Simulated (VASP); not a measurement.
CuF (relaxed from the CsCl type structure, space group Pm-3m) relaxed at rising pressure, in one space group throughout; other phases were not tried. The pressures are those reached. Method: PBEsol GGA, VASP's PBE PAW potentials (set 64) (plane waves; VASP).

```json
[
 {"P (GPa)": "0.01", "V (Å³/atom)": "10.153", "k-mesh": "13×13×13"},
 {"P (GPa)": "5.12", "V (Å³/atom)": "9.761", "k-mesh": "13×13×13"},
 {"P (GPa)": "9.92", "V (Å³/atom)": "9.450", "k-mesh": "14×14×14"},
 {"P (GPa)": "20.02", "V (Å³/atom)": "8.956", "k-mesh": "14×14×14"},
 {"P (GPa)": "30.03", "V (Å³/atom)": "8.575", "k-mesh": "14×14×14"}
]
```

A change of mesh leaves a small step in the series.

Fit an equation of state and predict the volume at 44.85 GPa.

Least squares on the third-order Birch-Murnaghan form, P = (3B0/2)(y⁷ − y⁵)[1 + (3/4)(B′ − 4)(y² − 1)] with y = (V0/V)^(1/3), gives V0 = 10.155 Å³/atom, B0 = 116 GPa and B′ = 5.0, and so 8.140 Å³/atom. The run gave 8.130 Å³/atom, -0.1 % from the fit.

Pressures at which the relaxation failed are left out.

The structure was generated: CuF was put into the CsCl type type (Pm-3m), which need not be its known phase.
